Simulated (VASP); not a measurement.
Here is the system:

```yaml
crystal:
  lattice:
    - [0.00000, 3.33914, 3.33914]
    - [3.33914, 0.00000, 3.33914]
    - [3.33914, 3.33914, 0.00000]
  atoms:
    - { symbol: Na, position: [0.25000, 0.25000, 0.25000] }
    - { symbol: Na, position: [0.75000, 0.75000, 0.75000] }
    - { symbol: S, position: [0.00000, 0.00000, 0.00000] }
```

Method: RPBE GGA, VASP's PBE PAW potentials (set 64) (plane waves; VASP 6.6.1). Numerical set-up: 520 eV cut-off, 5×5×5 Γ-centred mesh, Gaussian smearing of 0.050 eV, potentials Na_pv S.

Question: Estimate the energy per atom (σ→0), band gap (on the k-mesh) with the smallest direct gap where there is one.

Answer: 
```yaml
band gap (on the k-mesh): 2.51 eV
smallest direct gap (on the k-mesh): 2.51 eV
energy per atom (σ→0): -3.144 eV/atom
```

Total energies compare only between runs with the same potentials, cut-off and functional.

The compound is Na2S in the antifluorite structure. It was relaxed first, which changed the volume by +6 %. The start is the result of an earlier pass.
